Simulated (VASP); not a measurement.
Given:

```yaml
crystal:
  lattice:
    - [3.25728, 0.00000, 0.00000]
    - [0.00000, 3.25728, 0.00000]
    - [0.00000, 0.00000, 3.25728]
  atoms:
    - { symbol: In, position: [0.50000, 0.50000, 0.50000] }
    - { symbol: Pd, position: [0.00000, 0.00000, 0.00000] }
```

Computed with SCAN meta-GGA, VASP's PBE PAW potentials (set 64) (plane waves; VASP 6.6.1). Numerical set-up: 520 eV cut-off, 13×13×13 Γ-centred mesh, tetrahedra with Blöchl corrections, potentials In_d Pd.

Question: Give the energies of bands 6 to 14 at the high-symmetry points, in eV from the Fermi level.

Answer: 
```
band       Γ      X      M      R
----  ------  -----  -----  -----
6     -10.69  -6.93  -6.52  -5.26
7      -4.12  -6.47  -3.78  -5.26
8      -4.12  -4.10  -2.90  -5.26
9      -2.46  -3.52  -2.90  -1.84
10     -2.46  -3.52  -2.60  -1.84
11     -2.46  -2.54  -2.60   0.20
12      4.40  -1.27  -1.89   3.89
13      4.40  10.13   1.65   3.89
14      4.40  10.13   2.53   3.89
```

It has no gap at this level: it comes out as a metal or semimetal.

The compound is PdIn in the CsCl type structure. It was relaxed first. The electron count is odd and the run is not spin-polarised, which forces a metal.
